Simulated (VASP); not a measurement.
Output of a VASP run:

**OUTCAR**
```
 ion  position               nearest neighbor table
   1  0.000  0.000  0.000-   2 2.90   3 2.90   4 2.90   2 2.90   3 2.90   2 2.90   4 2.90   2 2.90
                             3 2.90   4 2.90   3 2.90   4 2.90
   2  0.000  0.500  0.500-   1 2.90   3 2.90   4 2.90   1 2.90   4 2.90   1 2.90   3 2.90   1 2.90
                             3 2.90   4 2.90   4 2.90   3 2.90
   3  0.500  0.000  0.500-   1 2.90   2 2.90   4 2.90   1 2.90   4 2.90   2 2.90   4 2.90   4 2.90
                             1 2.90   2 2.90   1 2.90   2 2.90
   4  0.500  0.500  0.000-   1 2.90   2 2.90   3 2.90   2 2.90   3 2.90   1 2.90   3 2.90   3 2.90
                             1 2.90   2 2.90   2 2.90   1 2.90
  LATTYP: Found a simple cubic cell.
 ALAT       =     4.1000000000
 Subroutine PRICEL returns:
 Original cell was already a primitive cell.
 Subroutine GETGRP returns: Found 48 space group operations
The static configuration has the point symmetry O_h .
The dynamic configuration has the point symmetry O_h .
 Subroutine INISYM returns: Found 48 space group operations
 Subroutine IBZKPT returns following result:
 Found     20 irreducible k-points:

 Following reciprocal coordinates:
            Coordinates               Weight
  0.000000  0.000000  0.000000      1.000000
  0.142857  0.000000  0.000000      6.000000
  0.285714  0.000000  0.000000      6.000000
  0.428571  0.000000  0.000000      6.000000
  0.142857  0.142857  0.000000     12.000000
  0.285714  0.142857  0.000000     24.000000
  0.428571  0.142857  0.000000     24.000000
  0.285714  0.285714  0.000000     12.000000
  0.428571  0.285714  0.000000     24.000000
  0.428571  0.428571  0.000000     12.000000
  0.142857  0.142857  0.142857      8.000000
  0.285714  0.142857  0.142857     24.000000
  0.428571  0.142857  0.142857     24.000000
  0.285714  0.285714  0.142857     24.000000
  0.428571  0.285714  0.142857     48.000000
  0.428571  0.428571  0.142857     24.000000
  0.285714  0.285714  0.285714      8.000000
  0.428571  0.285714  0.285714     24.000000
  0.428571  0.428571  0.285714     24.000000
  0.428571  0.428571  0.428571      8.000000
   k-points           NKPTS =     20   k-points in BZ     NKDIM =     20   number of bands    NBANDS=     14
   number of dos      NEDOS =    301   number of ions     NIONS =      4
   total plane-waves  NPLWV =  21952
   dimension x,y,z NGX =    28 NGY =   28 NGZ =   28
   dimension x,y,z NGXF=    56 NGYF=   56 NGZF=   56
   ions per type =               1   3
   PREC   = accura    normal or accurate (medium, high low for compatibility)
   ISTART =      0    job   : 0-new  1-cont  2-samecut
   ICHARG =      2    charge: 1-file 2-atom 10-const
   ISPIN  =      1    spin polarized calculation?
   LNONCOLLINEAR =      F non collinear calculations
   LSORBIT =      F    spin-orbit coupling
   INIWAV =      1    electr: 0-lowe 1-rand  2-diag
   ENCUT  =  400.0 eV  29.40 Ry    5.42 a.u.   6.69  6.69  6.69*2*pi/ulx,y,z
   NELM   =    100;   NELMIN=  2; NELMDL= -5     # of ELM steps
   EDIFF  = 0.1E-05   stopping-criterion for ELM
   LREAL  =      F    real-space projection
   NLSPLINE    = F    spline interpolate recip. space projectors
   LMAXMIX     =    4 max onsite mixed and CHGCAR
   VOSKOWN=      0    Vosko Wilk Nusair interpolation
   EDIFFG = 0.1E-04   stopping-criterion for IOM
   NSW    =      0    number of steps for IOM
   NBLOCK =      1;   KBLOCK =      1    inner block; outer block
   IBRION =     -1    ionic relax: 0-MD 1-quasi-New 2-CG
   NFREE  =      0    steps in history (QN), initial steepest desc. (CG)
   ISIF   =      2    stress and relaxation
   ISYM   =      2    0-nonsym 1-usesym 2-fastsym
   TEIN   =    0.0    initial temperature
   TEBEG  =    0.0;   TEEND  =   0.0 temperature during run
   SMASS  =  -3.00    Nose mass-parameter (am)
   PSTRESS=    0.0 pullay stress
   NELECT =      20.0000    total number of electrons
   EFERMI =   0.00;   METHOD = LEGACY
   ISMEAR =     1;   SIGMA  =   0.10  broadening in eV -4-tet -1-fermi 0-gaus
   IALGO  =     38    algorithm
   LDIAG  =      T    sub-space diagonalisation (order eigenvalues)
   IMIX   =      4    mixing-type and parameters
     AMIX     =   0.40;   BMIX     =  1.00
...
```

### OSZICAR
```
       N       E                     dE             d eps       ncg     rms          rms(c)
DAV:   1     0.964463749154E+02    0.96446E+02   -0.73585E+03   568   0.106E+03
DAV:   2    -0.132180548010E+02   -0.10966E+03   -0.10835E+03   584   0.342E+02
DAV:   3    -0.201862068471E+02   -0.69682E+01   -0.65957E+01   856   0.651E+01
DAV:   4    -0.203119632207E+02   -0.12576E+00   -0.12561E+00   808   0.101E+01
DAV:   5    -0.203142808187E+02   -0.23176E-02   -0.23176E-02   812   0.132E+00    0.876E+00
DAV:   6    -0.193672222411E+02    0.94706E+00   -0.48863E+00   922   0.254E+01    0.309E+00
DAV:   7    -0.193194597117E+02    0.47763E-01   -0.95120E-02   684   0.275E+00    0.179E+00
DAV:   8    -0.192962794977E+02    0.23180E-01   -0.37853E-02   896   0.178E+00    0.236E-01
DAV:   9    -0.192959682190E+02    0.31128E-03   -0.28037E-03   722   0.570E-01    0.102E-01
DAV:  10    -0.192959179977E+02    0.50221E-04   -0.17962E-04   878   0.147E-01    0.670E-02
DAV:  11    -0.192959182052E+02   -0.20748E-06   -0.37801E-05   840   0.428E-02    0.496E-02
DAV:  12    -0.192959110508E+02    0.71543E-05   -0.47176E-05   942   0.776E-02    0.487E-03
DAV:  13    -0.192959108990E+02    0.15177E-06   -0.18951E-06   520   0.168E-02
   1 F= -.19295911E+02 E0= -.19295431E+02  d E =-.143853E-02
```

**OUTCAR**
```
------------------------ aborting loop because EDIFF is reached ----------------------------------------
  FORCE on cell =-STRESS in cart. coord.  units (eV):
  Direction    XX          YY          ZZ          XY          YZ          ZX
  --------------------------------------------------------------------------------------
  Total        0.1285731      0.1285731      0.1285731      0.0000000      0.0000000     -0.0000000
  in kB        2.9888845      2.9888845      2.9888845      0.0000000      0.0000000     -0.0000000
  external PRESSURE =       2.9888845 kB  Pullay stress =       0.0000000 kB
  volume of cell :       68.92
      direct lattice vectors                 reciprocal lattice vectors
     4.100000000  0.000000000  0.000000000     0.243902439  0.000000000  0.000000000
     0.000000000  4.100000000  0.000000000     0.000000000  0.243902439  0.000000000
     0.000000000  0.000000000  4.100000000     0.000000000  0.000000000  0.243902439
 POSITION                                       TOTAL-FORCE (eV/Angst)
 -----------------------------------------------------------------------------------
      0.00000      0.00000      0.00000         0.000000      0.000000      0.000000
      0.00000      2.05000      2.05000         0.000000      0.000000      0.000000
      2.05000      0.00000      2.05000         0.000000      0.000000      0.000000
      2.05000      2.05000      0.00000         0.000000      0.000000      0.000000
 -----------------------------------------------------------------------------------
    total drift:                               -0.000000     -0.000000     -0.000000
  FREE ENERGIE OF THE ION-ELECTRON SYSTEM (eV)
  ---------------------------------------------------
  free  energy   TOTEN  =       -19.2959108990 eV

  energy  without entropy=      -19.2944723729  energy(sigma->0) =      -19.29543139
```
(Selected blocks of OUTCAR.)

POSCAR:
```
Al3Sc
1
    4.1000000000     0.0000000000     0.0000000000
    0.0000000000     4.1000000000     0.0000000000
    0.0000000000     0.0000000000     4.1000000000
Sc Al
1 3
Direct
  0.0000000000   0.0000000000   0.0000000000
  0.0000000000   0.5000000000   0.5000000000
  0.5000000000   0.0000000000   0.5000000000
  0.5000000000   0.5000000000   0.0000000000
```

Task: Write an INCAR and KPOINTS that could have produced this output.

Result: This is not unique; one that fits is the input of the run itself, PBE GGA, plane waves, VASP's PBE PAW potentials (set 64).

### INCAR
```
! general
SYSTEM   =  Al3Sc
PREC     =  Accurate
ENCUT    =  400
LREAL    =  .False.
LASPH    =  .True.

! electronic loop
EDIFF    =  1E-6
NELM     =  100
ALGO     =  Normal
LMAXMIX  =  4

! smearing
ISMEAR   =  1
SIGMA    =  0.1

! functional
GGA      =  PE

! ions
ISIF     =  2

! output
LWAVE    =  .False.
LCHARG   =  .False.
```

KPOINTS:
```
Automatic mesh
0
Gamma
7 7 7
0 0 0
```

POTCAR, in this order: Sc_sv Al (PBE.64 set). Program: vasp_std.

The compound is Al3Sc in the L1_2 structure. The cell was not relaxed at this level.
